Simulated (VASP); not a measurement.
Consider the following.

```xyz
1
Lattice="0.0000 1.9839 1.9839 1.9839 0.0000 1.9839 1.9839 1.9839 0.0000" Properties=species:S:1:pos:R:3 pbc="T T T"
Pd     0.0000     0.0000     0.0000
```

These are PBE GGA, VASP's PBE PAW potentials (set 64) (plane waves; VASP 6.6.1) values and carry that method's errors. Settings: ADDGRID = .TRUE., 400 eV cut-off, 14×14×14 Γ-centred mesh, first-order Methfessel-Paxton smearing of 0.10 eV, potentials Pd.

Question: Give the stress tensor in GPa (positive for a compressed cell).

Answer: 
```
-3.54   0.00   0.00
 0.00  -3.54   0.00
 0.00   0.00  -3.54
```
The pressure is its mean diagonal, -3.54 GPa.

The compound is Pd in the fcc structure. The cell was not relaxed at this level. The run is one of a series of settings (ADDGRID = .TRUE. against the base run), some of them coarse on purpose.
